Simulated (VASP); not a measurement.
Here is the system:

```
AlTi
1.0
    2.76338     0.00000     0.00000
    0.00000     2.76338     0.00000
    0.00000     0.00000     3.97769
Ti Al
1 1
Cartesian
  0.00000   0.00000   0.00000
  1.38169   1.38169   1.98884
```

Method: PBEsol GGA, VASP's PBE PAW potentials (set 64) (plane waves; VASP). Run with 500 eV cut-off, 13×13×9 Γ-centred mesh, first-order Methfessel-Paxton smearing of 0.10 eV, potentials Ti_sv Al.

Energy and stress use the plane-wave basis of the starting cell.

Task: The ions, cell shape and volume at an external pressure of 10.0 GPa are relaxed. Give the cell that the relaxation ends in.

Result: 
```
AlTi
1.0
    2.73229     0.00000     0.00000
    0.00000     2.73229     0.00000
    0.00000     0.00000     3.93339
Ti Al
1 1
Direct
  0.00000   0.00000   0.00000
  0.50000   0.50000   0.50000
```
Space group P4/mmm (123), at a tolerance of 0.03 Å.

Task: How do energy and volume change from the first to the last step?

Result: The energy (σ→0) changes by +23.4 meV/atom and the volume by -3.3 %, in 3 ionic steps.

| step | E(σ→0) (eV) | max force (eV/Å) | pressure (GPa) | volume (Å³) |
|---|---|---|---|---|
| 1 | -13.2286 | 0.000 | 4.96 | 30.37 |
| 2 | -13.0979 | 0.000 | 15.99 | 28.32 |
| 3 | -13.1819 | 0.000 | 9.98 | 29.36 |

The compound is TiAl in the L1_0 structure. This run relaxes it under an external pressure of 10 GPa. Symmetry was kept, so distortions that lower it aren't found. The electron count is odd and the run is not spin-polarised, which forces a metal.
